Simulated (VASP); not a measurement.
Consider the following.

```
CELL_PARAMETERS angstrom
      1.13395    -1.96406     0.00000
      1.13395     1.96406     0.00000
      0.00000     0.00000     3.55443
ATOMIC_POSITIONS crystal
  Be 0.33333 0.66667 0.25000
  Be 0.66667 0.33333 0.75000
```

Level of theory: PW91 GGA, VASP's PBE PAW potentials (set 64) (plane waves; VASP 6.6.1). Settings: 520 eV cut-off, 16×16×9 Γ-centred mesh, first-order Methfessel-Paxton smearing of 0.10 eV, potentials Be.

Predict the energy per atom (σ→0), band gap (on the k-mesh) with the smallest direct gap where there is one.

```yaml
band gap (on the k-mesh): none (metal, semimetal or under 0.01 eV)
energy per atom (σ→0): -358.7 kJ/mol of atoms
```

Only differences to runs with the same potentials and settings are physical.

The compound is Be in the hcp structure. It was relaxed first. The start is the result of an earlier pass.
